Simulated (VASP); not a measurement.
Computed with r2SCAN meta-GGA, VASP's PBE PAW potentials (set 64) (plane waves; VASP 6.6.1).

A VASP calculation is set up with these files.

POSCAR:
```
C
1.0
  1.1967964475  -2.0729108072   0.0000000000
  1.1967964475   2.0729108072   0.0000000000
  0.0000000000   0.0000000000   5.1726705476
C
4
Cartesian
  0.0000000000   0.0000000000   1.2931676369
  0.0000000000   0.0000000000   3.8795029107
  1.1967964475   0.6909716510   1.2931676369
  1.1967964475  -0.6909716510   3.8795029107
```

KPOINTS:
```
Automatic mesh
0
gamma
  15 15 6
0 0 0
```

**INCAR**
```
ALGO=Normal
EDIFF=1E-6
EDIFFG=-0.02
ENCUT=620
IBRION=2
ISIF=3
ISMEAR=1
LASPH=.True.
LCHARG=.False.
LMIXTAU=.True.
LREAL=.False.
LWAVE=.False.
METAGGA=R2SCAN
NELM=100
NSW=40
PREC=Accurate
PSTRESS=450
SIGMA=0.1
SYSTEM=C
```

POTCAR, in this order: C (PBE.64 set). Program: vasp_std.

The run wrote:

### OUTCAR
```
 ion  position               nearest neighbor table
   1  0.000  0.000  0.250-   3 1.38   3 1.38   3 1.38
   2  0.000  0.000  0.750-   4 1.38   4 1.38   4 1.38
   3  0.333  0.667  0.250-   1 1.38   1 1.38   1 1.38
   4  0.667  0.333  0.750-   2 1.38   2 1.38   2 1.38
  LATTYP: Found a hexagonal cell.
 ALAT       =     2.3935916426
 C/A-ratio  =     2.1610497194
 Subroutine PRICEL returns:
 Original cell was already a primitive cell.
 Subroutine GETGRP returns: Found 24 space group operations
The static configuration has the point symmetry D_3d.
 The point group associated with its full space group is D_6h.
The dynamic configuration has the point symmetry D_3d.
 Subroutine INISYM returns: Found 24 space group operations
 Subroutine IBZKPT returns following result:
 Found    108 irreducible k-points:

 Following reciprocal coordinates:
            Coordinates               Weight
  0.000000  0.000000  0.000000      1.000000
  0.066667 -0.000000  0.000000      6.000000
  0.133333 -0.000000  0.000000      6.000000
  0.200000  0.000000  0.000000      6.000000
  0.266667 -0.000000  0.000000      6.000000
...
```

**OSZICAR**
```
       N       E                     dE             d eps       ncg     rms          rms(c)
DAV:   1     0.400822505430E+02    0.40082E+02   -0.98691E+03  2592   0.151E+03
DAV:   2    -0.417569953659E+02   -0.81839E+02   -0.74974E+02  3644   0.248E+02
DAV:   3    -0.446991911441E+02   -0.29422E+01   -0.29197E+01  3316   0.453E+01
DAV:   4    -0.447225224092E+02   -0.23331E-01   -0.23317E-01  3132   0.476E+00
DAV:   5    -0.447228401571E+02   -0.31775E-03   -0.31759E-03  3184   0.529E-01    0.917E+00
DAV:   6    -0.400391161607E+02    0.46837E+01   -0.21504E+00  2944   0.121E+01    0.678E+00
DAV:   7    -0.371720396218E+02    0.28671E+01   -0.39925E-01  3052   0.765E+00    0.127E+00
DAV:   8    -0.384117561944E+02   -0.12397E+01   -0.10767E+00  2896   0.950E+00    0.159E+00
DAV:   9    -0.388727372097E+02   -0.46098E+00   -0.91996E-02  3020   0.426E+00    0.101E+00
DAV:  10    -0.387846928416E+02    0.88044E-01   -0.91843E-02  2912   0.310E+00    0.590E-01
DAV:  11    -0.388095469799E+02   -0.24854E-01   -0.54141E-03  3032   0.945E-01    0.190E-01
DAV:  12    -0.388307546186E+02   -0.21208E-01   -0.86059E-03  2660   0.132E+00    0.549E-02
DAV:  13    -0.388318779718E+02   -0.11234E-02   -0.47386E-04  3000   0.279E-01    0.343E-02
DAV:  14    -0.388321240413E+02   -0.24607E-03   -0.79691E-05  2984   0.137E-01    0.149E-02
DAV:  15    -0.388321406463E+02   -0.16605E-04   -0.83980E-06  3004   0.419E-02    0.123E-02
DAV:  16    -0.388321680255E+02   -0.27379E-04   -0.97402E-06  2844   0.421E-02    0.113E-03
DAV:  17    -0.388321682324E+02   -0.20690E-06   -0.53216E-07  1660   0.976E-03
   1 F= -.31623623E+02 E0= -.31623617E+02  d E =-.316236E+02
       N       E                     dE             d eps       ncg     rms          rms(c)
DAV:   1    -0.388213045389E+02    0.10863E-01   -0.22089E-02  2608   0.129E+00    0.968E-02
DAV:   2    -0.388209788612E+02    0.32568E-03   -0.42908E-04  3132   0.185E-01    0.542E-02
DAV:   3    -0.388208533206E+02    0.12554E-03   -0.39971E-04  2992   0.161E-01    0.901E-03
DAV:   4    -0.388208658470E+02   -0.12526E-04   -0.81709E-06  3068   0.348E-02    0.647E-03
DAV:   5    -0.388208570844E+02    0.87626E-05   -0.39357E-06  3040   0.288E-02    0.203E-03
DAV:   6    -0.388208660092E+02   -0.89248E-05   -0.47184E-06  2828   0.287E-02    0.496E-04
DAV:   7    -0.388208662167E+02   -0.20753E-06   -0.58005E-08  1452   0.296E-03
   2 F= -.31623836E+02 E0= -.31623831E+02  d E =-.213558E-03
```

**OUTCAR**
```
------------------------ aborting loop because EDIFF is reached ----------------------------------------
  FORCE on cell =-STRESS in cart. coord.  units (eV):
  Direction    XX          YY          ZZ          XY          YZ          ZX
  --------------------------------------------------------------------------------------
  Total        7.1537878      7.1537761      7.1464156      0.0000000      0.0000000      0.0000000
  in kB      447.2962411    447.2955082    446.8352885      0.0000000      0.0000000      0.0000000
  external PRESSURE =      -2.8576541 kB  Pullay stress =     450.0000000 kB
  volume of cell :       25.62
      direct lattice vectors                 reciprocal lattice vectors
     1.197051053 -2.073351544 -0.000000000     0.417693129 -0.241155438  0.000000000
     1.197051053  2.073351544  0.000000000     0.417693129  0.241155438  0.000000000
    -0.000000000  0.000000000  5.162211250    -0.000000000 -0.000000000  0.193715435
 POSITION                                       TOTAL-FORCE (eV/Angst)
 -----------------------------------------------------------------------------------
     -0.00000      0.00000      1.29055         0.000000      0.000000     -0.000000
      1.19705     -2.07335      3.87166        -0.000000     -0.000000     -0.000000
      1.19705      0.69112      1.29055        -0.000000     -0.000000     -0.000000
      1.19705     -0.69112      3.87166         0.000000     -0.000000      0.000000
 -----------------------------------------------------------------------------------
    total drift:                                0.000000     -0.000000      0.000000
  FREE ENERGIE OF THE ION-ELECTRON SYSTEM (eV)
  ---------------------------------------------------
  free  energy   TOTEN  =       -38.8208662167 eV

  energy  without entropy=      -38.8208518236  energy(sigma->0) =      -38.82086142
  enthalpy is  TOTEN    =       -31.6238361441 eV   P V=        7.1970300726

 reached required accuracy - stopping structural energy minimisation
```
(Selected blocks of OUTCAR.)

File CONTCAR:
```
C
   1.00000000000000
     1.1970510527108489   -2.0733515439756385   -0.0000000000000000
     1.1970510527108489    2.0733515439756385    0.0000000000000000
    -0.0000000000000000    0.0000000000000000    5.1622112501225716
  C
     4
Direct
     0.0000000000000000    0.0000000000000000    0.2500000000000000
     1.0000000000000000    0.0000000000000000    0.7500000000000000
     0.3333330000000032    0.6666669999999968    0.2500000000000000
     0.6666669999999968    0.3333330000000032    0.7500000000000000
```

**OUTCAR**
```
 val. band max:        7.6473453514   @ k =   0.3333   0.3333   0.1667

 cond. band min:       7.8531592794   @ k =   0.3333   0.3333   0.3333


 Fermi energy:         7.8211228139

 k-point     1 :       0.0000    0.0000    0.0000
  band No.  band energies     occupation
      1     -14.3684      2.00000
      2     -12.6982      2.00000
      3      -3.2586      2.00000
      4       2.9552      2.00000
      5       4.7240      2.00000
      6       4.7240      2.00000
      7       4.9117      2.00000
      8       4.9118      2.00000
      9      16.4032      0.00000
     10      17.0238      0.00000
     11      17.0239      0.00000
     12      17.3921      0.00000

 k-point     2 :       0.0667   -0.0000    0.0000
  band No.  band energies     occupation
      1     -14.2480      2.00000
      2     -12.5856      2.00000
      3      -3.1125      2.00000
      4       3.0808      2.00000
      5       4.2080      2.00000
      6       4.4361      2.00000
      7       4.4739      2.00000
      8       4.6804      2.00000
      9      16.4674      0.00000
     10      17.0557      0.00000
     11      17.5409      0.00000
     12      17.5568      0.00000

 k-point     3 :       0.1333   -0.0000    0.0000
  band No.  band energies     occupation
      1     -13.8874      2.00000
      2     -12.2485      2.00000
      3      -2.6753      2.00000
      4       2.8638      2.00000
      5       3.2870      2.00000
      6       3.4537      2.00000
      7       3.7389      2.00000
      8       4.0691      2.00000
      9      16.6589      0.00000
     10      17.0440      0.00000
     11      17.8869      0.00000
     12      18.7523      0.00000

 k-point     4 :       0.2000    0.0000    0.0000
  band No.  band energies     occupation
      1     -13.2891      2.00000
      2     -11.6893      2.00000
      3      -1.9519      2.00000
      4       1.0453      2.00000
      5       1.6391      2.00000
      6       2.8959      2.00000
...
```

The compound is C in the graphite structure. This run relaxes it under an external pressure of 45 GPa. Symmetry was kept, so distortions that lower it aren't found.
